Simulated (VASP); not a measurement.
Method: PBEsol GGA, VASP's PBE PAW potentials (set 64) (plane waves; VASP).

A VASP calculation is set up with these files.

INCAR:
```
! general
SYSTEM =CsGeCl3
PREC   =Accurate
ENCUT  =400
LREAL  =.FALSE.
LASPH  =.TRUE.

! electronic loop
EDIFF  =1E-6
NELM   =100
ALGO   =Normal
LMAXMIX=4

! smearing
ISMEAR =0
SIGMA  =0.05

! functional
GGA    =PS

! ions
IBRION =2
NSW    =60
ISIF   =3
EDIFFG =-0.02

! output
LWAVE  =.FALSE.
LCHARG =.FALSE.
```

**KPOINTS**
```
Automatic mesh
0
Gamma
  4 4 4
```

POSCAR:
```
CsGeCl3
1
    3.7508221524     2.1655384862     3.1005793624
   -3.7508221524     2.1655384862     3.1005793624
    0.0000000000    -4.3310760268     3.1005793829
Cs Ge Cl
1 1 3
Direct
  0.9943910434   0.9943910434   0.9943910434
  0.5110414142   0.5110414142   0.5110414143
  0.4942269864   0.4942269864   0.9620935695
  0.9620935696   0.4942269864   0.4942269864
  0.4942269864   0.9620935696   0.4942269864
```

POTCAR, in this order: Cs_sv Ge_d Cl (PBE.64 set). Program: vasp_std.

The resulting files:

**OUTCAR**
```
 ion  position               nearest neighbor table
   1  0.994  0.994  0.994-
   2  0.511  0.511  0.511-   3 2.40   4 2.40   5 2.40
   3  0.494  0.494  0.962-   2 2.40
   4  0.962  0.494  0.494-   2 2.40
   5  0.494  0.962  0.494-   2 2.40
  LATTYP: Found a trigonal (rhomboedric) cell.
 ALAT       =     5.3265196948
 COS(alpha) =     0.0082645622
 Subroutine PRICEL returns:
 Original cell was already a primitive cell.
 Subroutine GETGRP returns: Found  6 space group operations
The static configuration has the point symmetry C_3v.
The dynamic configuration has the point symmetry C_3v.
 Subroutine INISYM returns: Found  6 space group operations
 Subroutine IBZKPT returns following result:
 Found     13 irreducible k-points:

 Following reciprocal coordinates:
            Coordinates               Weight
  0.000000  0.000000  0.000000      1.000000
  0.250000  0.000000  0.000000      6.000000
  0.500000  0.000000  0.000000      3.000000
  0.250000  0.250000  0.000000      6.000000
  0.500000  0.250000  0.000000     12.000000
...
```

### OSZICAR
```
       N       E                     dE             d eps       ncg     rms          rms(c)
DAV:   1     0.374379991039E+03    0.37438E+03   -0.17882E+04   818   0.201E+03
DAV:   2     0.337481651311E+02   -0.34063E+03   -0.33192E+03   824   0.502E+02
DAV:   3    -0.166253450715E+02   -0.50374E+02   -0.50104E+02   770   0.148E+02
DAV:   4    -0.189939326244E+02   -0.23686E+01   -0.23612E+01   878   0.390E+01
DAV:   5    -0.190507357078E+02   -0.56803E-01   -0.56748E-01   864   0.565E+00    0.709E+00
DAV:   6    -0.186163627494E+02    0.43437E+00   -0.10008E+00  1048   0.695E+00    0.448E+00
DAV:   7    -0.185937921376E+02    0.22571E-01   -0.29300E-01   848   0.289E+00    0.162E+00
DAV:   8    -0.185971304856E+02   -0.33383E-02   -0.37261E-02   894   0.169E+00    0.212E-01
DAV:   9    -0.185976409208E+02   -0.51044E-03   -0.41711E-03  1024   0.578E-01    0.888E-02
DAV:  10    -0.185978032664E+02   -0.16235E-03   -0.43893E-04   806   0.141E-01    0.306E-02
DAV:  11    -0.185978539922E+02   -0.50726E-04   -0.65396E-05   856   0.625E-02    0.120E-02
DAV:  12    -0.185978576706E+02   -0.36784E-05   -0.87017E-06   870   0.267E-02    0.367E-03
DAV:  13    -0.185978590931E+02   -0.14225E-05   -0.20284E-06   624   0.916E-03    0.193E-03
DAV:  14    -0.185978591275E+02   -0.34459E-07   -0.20646E-07   502   0.343E-03
   1 F= -.18597859E+02 E0= -.18597859E+02  d E =-.185979E+02
```

OUTCAR:
```
------------------------ aborting loop because EDIFF is reached ----------------------------------------
  FORCE on cell =-STRESS in cart. coord.  units (eV):
  Direction    XX          YY          ZZ          XY          YZ          ZX
  --------------------------------------------------------------------------------------
  Total       -0.0037467     -0.0037467     -0.0341803      0.0000000     -0.0000000      0.0000000
  in kB       -0.0397261     -0.0397261     -0.3624100      0.0000000     -0.0000000      0.0000000
  external PRESSURE =      -0.1472874 kB  Pullay stress =       0.0000000 kB
  volume of cell :      151.11
      direct lattice vectors                 reciprocal lattice vectors
     3.750822152  2.165538486  3.100579362     0.133304108  0.076963163  0.107506782
    -3.750822152  2.165538486  3.100579362    -0.133304108  0.076963163  0.107506782
     0.000000000 -4.331076027  3.100579383     0.000000000 -0.153926325  0.107506805
 POSITION                                       TOTAL-FORCE (eV/Angst)
 -----------------------------------------------------------------------------------
      0.00000      0.00000      9.24957         0.000000      0.000000      0.005270
      0.00000      0.00000      4.75357         0.000000     -0.000000     -0.018680
      0.00000     -2.02637      6.04783         0.000000      0.010339      0.004470
      1.75488      1.01318      6.04783        -0.008954     -0.005170      0.004470
     -1.75488      1.01318      6.04783         0.008954     -0.005170      0.004470
 -----------------------------------------------------------------------------------
    total drift:                               -0.000000      0.000031      0.002005
  FREE ENERGIE OF THE ION-ELECTRON SYSTEM (eV)
  ---------------------------------------------------
  free  energy   TOTEN  =       -18.5978591275 eV

  energy  without entropy=      -18.5978591275  energy(sigma->0) =      -18.59785913

 reached required accuracy - stopping structural energy minimisation
```
(Selected blocks of OUTCAR.)

File OUTCAR:
```
 val. band max:        2.1867054876   @ k =   0.5000   0.5000   0.5000

 cond. band min:       3.6053082553   @ k =   0.5000   0.5000   0.5000


 Fermi energy:         2.4230185385

 k-point     1 :       0.0000    0.0000    0.0000
  band No.  band energies     occupation
      1     -22.7060      2.00000
      2     -22.7060      2.00000
      3     -22.6764      2.00000
      4     -22.6764      2.00000
      5     -22.6594      2.00000
      6     -19.1981      2.00000
      7     -13.8216      2.00000
      8     -12.9289      2.00000
      9     -12.9289      2.00000
     10      -6.0517      2.00000
     11      -6.0498      2.00000
     12      -6.0498      2.00000
     13      -5.0688      2.00000
     14      -3.3322      2.00000
     15      -3.3322      2.00000
     16      -2.6000      2.00000
     17      -0.9831      2.00000
     18      -0.9831      2.00000
     19      -0.8721      2.00000
     20      -0.6914      2.00000
     21      -0.6914      2.00000
     22      -0.6128      2.00000
     23       5.4574      0.00000
     24       6.0580      0.00000
     25       6.0580      0.00000
     26       6.7416      0.00000

 k-point     2 :       0.2500    0.0000    0.0000
  band No.  band energies     occupation
      1     -22.7060      2.00000
      2     -22.7052      2.00000
      3     -22.6764      2.00000
      4     -22.6762      2.00000
      5     -22.6595      2.00000
      6     -19.1951      2.00000
      7     -13.7508      2.00000
      8     -13.0204      2.00000
      9     -12.9266      2.00000
     10      -6.0318      2.00000
     11      -6.0234      2.00000
     12      -6.0103      2.00000
     13      -5.5413      2.00000
     14      -3.3094      2.00000
     15      -3.2188      2.00000
     16      -1.9708      2.00000
     17      -1.1372      2.00000
     18      -1.0366      2.00000
     19      -0.9032      2.00000
     20      -0.8923      2.00000
     21      -0.7687      2.00000
     22      -0.3901      2.00000
...
```

Unless said otherwise, spin-orbit coupling is left out, though it shifts the bands of the heavy elements here.

The structure comes from a computed database's CsGeCl3 entry (R3m); how it stands against other phases isn't given here. It was relaxed first, which changed the volume by -7 %. The start is the result of an earlier pass.
